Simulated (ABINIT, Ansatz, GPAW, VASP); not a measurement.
## Code comparison for Al₂Cu (I4/mmm, 3 atoms in the cell)

Self-consistent single point, at a second geometry (lattice scaled by 0.98). First geometry:

```
Al2Cu
1.0
   -2.03034     2.03034     2.85109
    2.03034    -2.03034     2.85109
    2.03034     2.03034    -2.85109
Al Cu
2 1
Direct
  0.75000   0.25000   0.50000
  0.25000   0.75000   0.50000
  0.50000   0.50000   0.00000
```

Shared settings, as Ansatz (a quantum-chemistry and plane-wave program) writes them: kpoints.mp_grid.grid = 9 9 9; scf.occupations.method = gaussian; scf.occupations.width = 0.05 eV. Potentials and cutoffs stand in the table.

```csv
code,model,ΔF from the first geometry (meV/atom),pressure (GPa),cutoff
Ansatz,"PBEsol, default PAW files made with PBE",19.0,7.03,default
ABINIT,"PBEsol, PAW (JTH v2.0 PBE PAW, files made for PBE)",20.8,7.29,30 Ha
GPAW,"PBEsol, GPAW PAW datasets PBEsol (made by gpaw-setup)",22.9,7.65,850 eV
VASP,"PBEsol, VASP's PBE PAW potentials (set 64)",21.2,6.35,300 eV
```

For VASP (by 1.0 GPa) the energy change implies a higher mean pressure, against the two pressures, than for the other programs: a sign of finite-basis (Pulay) stress.

On Ansatz's run: spin polarisation is off.

The spread over the programs that give each value: ΔF from the first geometry within 3.9 meV/atom; pressure within 1.30 GPa.

Ansatz's pressure is given at a fixed set of plane waves, as the other plane-wave codes print theirs; with its correction for the finite basis it is 7.10 GPa.

VASP's run is marked for a possible Pulay error in its stress at this cutoff; no cutoff test was made.

The starting cell comes from a database of computed structures (which also holds hypothetical and non-ambient phases and stackings), without a prior relaxation at this level. For this run, on top of that: lattice scaled by 0.98.

Left out of this page: Quantum ESPRESSO, Elk, FLEUR and SIESTA (not drawn, or without a comparable value).

Keys are those of Ansatz 0.2.
